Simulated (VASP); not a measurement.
OSZICAR of a VASP run on FeAl (relaxed from the rock salt structure, space group Fm-3m):

OSZICAR:
```
       N       E                     dE             d eps       ncg     rms          rms(c)
DAV:   1     0.276965673483E+02    0.27697E+02   -0.41741E+03  4864   0.864E+02
DAV:   2    -0.123847524671E+02   -0.40081E+02   -0.37542E+02  4806   0.159E+02
DAV:   3    -0.134687017624E+02   -0.10839E+01   -0.10680E+01  5784   0.347E+01
DAV:   4    -0.134871981924E+02   -0.18496E-01   -0.18483E-01  5850   0.408E+00
DAV:   5    -0.134877336383E+02   -0.53545E-03   -0.53601E-03  5684   0.700E-01    0.122E+01
DAV:   6    -0.157411085809E+02   -0.22534E+01   -0.56736E+01  5854   0.112E+02    0.191E+01
DAV:   7    -0.121233745688E+02    0.36177E+01   -0.25491E+01  5474   0.719E+01    0.263E+00
DAV:   8    -0.121570275388E+02   -0.33653E-01   -0.22575E-01  5348   0.411E+00    0.134E+00
DAV:   9    -0.121541312069E+02    0.28963E-02   -0.30813E-02  5802   0.214E+00    0.726E-01
DAV:  10    -0.121516538018E+02    0.24774E-02   -0.10504E-02  6272   0.134E+00    0.196E-01
DAV:  11    -0.121516603961E+02   -0.65944E-05   -0.62979E-04  5804   0.350E-01    0.705E-02
DAV:  12    -0.121516611843E+02   -0.78817E-06   -0.59145E-05  5910   0.811E-02    0.457E-02
DAV:  13    -0.121516567122E+02    0.44721E-05   -0.15852E-05  6468   0.574E-02    0.339E-02
DAV:  14    -0.121516536643E+02    0.30479E-05   -0.73023E-06  5480   0.383E-02    0.498E-03
DAV:  15    -0.121516534717E+02    0.19259E-06   -0.27166E-07  4126   0.574E-03    0.177E-03
DAV:  16    -0.121516534464E+02    0.25341E-07   -0.16184E-08  2554   0.166E-03
   1 F= -.12151653E+02 E0= -.12151653E+02  d E =0.000000E+00  mag=     1.8925
```

### Question
Which electronic solver shows in the log?

### Answer
It is blocked Davidson (ALGO = Normal, or the opening steps of other solvers). The INCAR had ALGO = Normal.

### Question
How was spin treated?

### Answer
Collinear spin (ISPIN = 2): the summary line carries one mag value, 1.89 μB in the cell.

### Question
Can the final energy be trusted as converged?

### Answer
The calculation finished and met its thresholds. It stopped with EDIFF = 1E-7, NELM = 100 (PBEsol GGA, plane waves, VASP's PBE PAW potentials (set 64)).

The structure was generated: FeAl was put into the rock salt type (Fm-3m), which need not be its known phase. It was relaxed first, which changed the volume by -30 %.
